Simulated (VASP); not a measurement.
Method: PBE GGA, VASP's PBE PAW potentials (set 64) (plane waves; VASP 6.6.1).

A VASP calculation is set up with these files.

### KPOINTS
```
Automatic mesh
0
Gamma
8 8 8
0 0 0
```

### INCAR
```
! general
SYSTEM  = SnSe2
PREC    = Accurate
ENCUT   = 300   ! plane-wave cut-off (eV)
LREAL   = .FALSE.   ! projection in real space or not
LASPH   = .TRUE.

! electronic loop
EDIFF   = 1E-6   ! SCF stop (eV)
NELM    = 100   ! most electronic steps
ALGO    = Normal
LMAXMIX = 4   ! l cut-off of mixed one-centre charges

! smearing
ISMEAR  = 0   ! Gaussian
SIGMA   = 0.272   ! width (eV)

! functional
GGA     = PE

! ions
ISIF    = 2

! output
LWAVE   = .FALSE.
LCHARG  = .FALSE.
```

**POSCAR**
```
SnSe2
1
    0.0000000000     3.2714330000     3.2714330000
    3.2714330000     0.0000000000     3.2714330000
    3.2714330000     3.2714330000     0.0000000000
Sn Se
1 2
Direct
  0.0064900000   0.0049160000  -0.0072690000
  0.2471140000   0.2456160000   0.2537630000
  0.7463960000   0.7494690000   0.7535060000
```

POTCAR, in this order: Sn_d Se (PBE.64 set). Program: vasp_std.

Output of the run:

**OSZICAR**
```
       N       E                     dE             d eps       ncg     rms          rms(c)
DAV:   1     0.155491916835E+03    0.15549E+03   -0.94672E+03  8976   0.126E+03
DAV:   2     0.315736737319E+01   -0.15233E+03   -0.15002E+03 10246   0.313E+02
DAV:   3    -0.100834818334E+02   -0.13241E+02   -0.12928E+02 10785   0.950E+01
DAV:   4    -0.104554649829E+02   -0.37198E+00   -0.36821E+00 10840   0.164E+01
DAV:   5    -0.104636970378E+02   -0.82321E-02   -0.82270E-02 12316   0.234E+00    0.502E+00
DAV:   6    -0.103001862766E+02    0.16351E+00   -0.42475E-01 12122   0.622E+00    0.312E+00
DAV:   7    -0.102925715580E+02    0.76147E-02   -0.64972E-02 10806   0.149E+00    0.121E+00
DAV:   8    -0.102919472739E+02    0.62428E-03   -0.59661E-03  9787   0.936E-01    0.106E-01
DAV:   9    -0.102921146387E+02   -0.16736E-03   -0.49142E-04 11811   0.295E-01    0.588E-02
DAV:  10    -0.102921980342E+02   -0.83395E-04   -0.11762E-04 10300   0.964E-02    0.991E-03
DAV:  11    -0.102922148856E+02   -0.16851E-04   -0.33770E-05 10540   0.666E-02    0.569E-03
DAV:  12    -0.102922158921E+02   -0.10065E-05   -0.30137E-06  8975   0.107E-02    0.307E-03
DAV:  13    -0.102922159236E+02   -0.31584E-07   -0.12260E-06  7954   0.982E-03
   1 F= -.10292216E+02 E0= -.10241030E+02  d E =-.102372E+00
```

File OUTCAR:
```
------------------------ aborting loop because EDIFF is reached ----------------------------------------
  FORCE on cell =-STRESS in cart. coord.  units (eV):
  Direction    XX          YY          ZZ          XY          YZ          ZX
  --------------------------------------------------------------------------------------
  Total        4.6092849      4.6105949      4.5884000      0.0593678      0.0621315     -0.0314536
  in kB      105.4629829    105.4929560    104.9851241      1.3583685      1.4216038     -0.7196765
  external PRESSURE =     105.3136876 kB  Pullay stress =       0.0000000 kB
  volume of cell :       70.02
      direct lattice vectors                 reciprocal lattice vectors
     0.000000000  3.271433000  3.271433000    -0.152838221  0.152838221  0.152838221
     3.271433000  0.000000000  3.271433000     0.152838221 -0.152838221  0.152838221
     3.271433000  3.271433000  0.000000000     0.152838221  0.152838221 -0.152838221
 POSITION                                       TOTAL-FORCE (eV/Angst)
 -----------------------------------------------------------------------------------
      3.26374      3.26888      0.03731         0.049432      0.010573     -0.229310
      1.63368      1.63859      1.61193         0.000966     -0.017938      0.139082
      4.91688      4.90683      4.89362        -0.050399      0.007365      0.090228
 -----------------------------------------------------------------------------------
    total drift:                               -0.000305     -0.000137     -0.000820
  FREE ENERGIE OF THE ION-ELECTRON SYSTEM (eV)
  ---------------------------------------------------
  free  energy   TOTEN  =       -10.2922159236 eV

  energy  without entropy=      -10.1898437654  energy(sigma->0) =      -10.24102984
```
(Selected blocks of OUTCAR.)

At this cut-off the stress carries a Pulay error, which pulls relaxed volumes low.

The structure was generated: SnSe2 was put into an ordered model structure, which need not be its known phase. The cell was not relaxed at this level, atoms are displaced from their ideal sites.
